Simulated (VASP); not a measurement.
```yaml
crystal:
  lattice:
    - [5.12790, 0.00000, 0.00000]
    - [0.00000, 3.33070, 0.00000]
    - [0.00000, 0.00000, 5.52614]
  atoms:
    - { symbol: Ni, position: [0.00944, 0.25000, 0.18729] }
    - { symbol: Ni, position: [0.49056, 0.75000, 0.68729] }
    - { symbol: Ni, position: [0.50944, 0.25000, 0.31271] }
    - { symbol: Ni, position: [0.99056, 0.75000, 0.81271] }
    - { symbol: Si, position: [0.32038, 0.75000, 0.08525] }
    - { symbol: Si, position: [0.17962, 0.25000, 0.58525] }
    - { symbol: Si, position: [0.82038, 0.75000, 0.41475] }
    - { symbol: Si, position: [0.67962, 0.25000, 0.91475] }
```

Computed with PBEsol GGA, VASP's PBE PAW potentials (set 64) (plane waves; VASP). Settings: 400 eV cut-off, 7×10×6 Γ-centred mesh, tetrahedra with Blöchl corrections, potentials Ni Si.

The cores are frozen, which limits the accuracy of field gradients.

Q: Give the principal components of the electric field gradient (V/Å²) and the asymmetry η at each nucleus.

A: 
| atom | Vxx | Vyy | Vzz | η |
|---|---|---|---|---|
| Ni1 | 4.8 | 1.0 | -5.8 | 0.65 |
| Ni2 | 4.8 | 1.0 | -5.8 | 0.65 |
| Ni3 | 4.8 | 1.0 | -5.8 | 0.65 |
| Ni4 | 4.8 | 1.0 | -5.8 | 0.65 |
| Si5 | -18.5 | -1.6 | 20.2 | 0.84 |
| Si6 | -18.5 | -1.6 | 20.2 | 0.84 |
| Si7 | -18.5 | -1.6 | 20.2 | 0.84 |
| Si8 | -18.5 | -1.6 | 20.2 | 0.84 |

The structure comes from a measured SiNi entry (Pnma) of the Crystallography Open Database, whose conditions weren't checked. It was relaxed first. The run is not spin-polarised, so no magnetic state was tried.
